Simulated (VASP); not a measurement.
Data:

```xyz
2
Lattice="0.0000 2.9076 2.9076 2.9076 0.0000 2.9076 2.9076 2.9076 0.0000" Properties=species:S:1:pos:R:3 pbc="T T T"
Ge     2.9076     2.9076     0.0000
Ge     1.4538     1.4538     1.4538
```

Method: PW91 GGA, VASP's PBE PAW potentials (set 64) (plane waves; VASP). Numerical set-up: 520 eV cut-off, 11×11×11 Γ-centred mesh, first-order Methfessel-Paxton smearing of 0.10 eV, potentials Ge_d.

**Question.** Give the stress tensor in GPa (positive for a compressed cell).

**Answer.** 
```
-1.63   0.00   0.00
 0.00  -1.63   0.00
 0.00   0.00  -1.63
```
The pressure is its mean diagonal, -1.63 GPa.

The compound is Ge in the diamond structure. This cell is one point of a volume scan, at 1.03 of the reference volume.
